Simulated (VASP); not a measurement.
Ge, 2 atoms in the cell. The structure is cubic, space group Fd-3m (No. 227). The conventional cell has a = 5.644 Å, b = 5.644 Å, c = 5.644 Å, α = 90.00°, β = 90.00°, γ = 90.00°. Around Ge (site symmetry -43m) lie 4 Ge at 2.44 Å.  The cell isn't the ideal one: a relaxed cell with its volume scaled by 0.94.

* Program: VASP 6.6.1
* Task: single point
* Functional: PBE
* Potentials or basis: VASP PAW PBE potentials, release 64 (Ge_d)
* Cutoff: 520 eV
* k mesh: 6 × 6 × 6
* Occupations: gaussian, width 0.02 eV
* Spin: no spin polarisation
* Further INCAR settings: ALGO = Normal; EDIFF = 1e-07; NBANDS = 21

Potentials or basis: VASP PAW PBE potentials, release 64 (Ge_d).

The run is started by

```console
$ cat potpaw_PBE.64/Ge_d/POTCAR > POTCAR
$ mpirun -np 1 vasp_std > vasp.out
```

Hardware: 1 thread of AMD EPYC 7R13 Processor (Zen 3), on a shared host.

Estimate the wall time of this run.

Wall time 17 s on 1 thread of AMD EPYC 7R13 Processor (Zen 3), on a shared host, peak memory 0.13 GiB. Counts: scf iterations 12, k points 16.
